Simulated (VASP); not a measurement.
```
SrVO3
1.0
    3.88933     0.00000     0.00000
    0.00000     3.88933     0.00000
    0.00000     0.00000     3.88933
Sr V O
1 1 3
Cartesian
  0.00000   0.00000   0.00000
  1.94466   1.94466   1.94466
  1.94466   0.00000   1.94466
  0.00000   1.94466   1.94466
  1.94466   1.94466   0.00000
```

Calculation: revPBE GGA, VASP's PBE PAW potentials (set 64) (plane waves; VASP). Settings: 520 eV cut-off, 9×9×9 Γ-centred mesh, tetrahedra with Blöchl corrections, potentials Sr_sv V_sv O.

The cores are frozen, which limits the accuracy of field gradients.

### Question
Give the principal components of the electric field gradient (V/Å²) and the asymmetry η at each nucleus.

### Answer

| atom | Vxx | Vyy | Vzz | η |
|---|---|---|---|---|
| Sr1 | 0.0 | 0.0 | 0.0 | - |
| V2 | 0.0 | 0.0 | 0.0 | - |
| O3 | -17.4 | -17.4 | 34.8 | 0.00 |
| O4 | -17.4 | -17.4 | 34.8 | 0.00 |
| O5 | -17.4 | -17.4 | 34.8 | 0.00 |

The compound is SrVO3 in the cubic perovskite structure. It was relaxed first. The run is not spin-polarised, so no magnetic state was tried.
